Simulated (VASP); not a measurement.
Given:

```
ZrN
1.0
    0.00000     2.29484     2.29484
    2.29484     0.00000     2.29484
    2.29484     2.29484     0.00000
Zr N
1 1
Direct
  0.00000   0.00000   0.00000
  0.50000   0.50000   0.50000
```

Calculation: vdW-DF2, VASP's PBE PAW potentials (set 64) (plane waves; VASP). Settings: 520 eV cut-off, 13×13×13 Γ-centred mesh, first-order Methfessel-Paxton smearing of 0.10 eV, potentials Zr_sv N.

The job: ZrN (rock salt), 2 atoms, vdW-DF2, static run, 520 eV, 13×13×13 Γ-centred mesh. Roughly how much core time does it take on a busy server core?

About 20 core-seconds (one run on a shared machine, a rough figure). It had 84 irreducible k-points, 12 bands, up to 666 plane waves and 15 electronic steps.

The compound is ZrN in the rock salt structure. This cell is one point of a volume scan, at 0.94 of the reference volume.
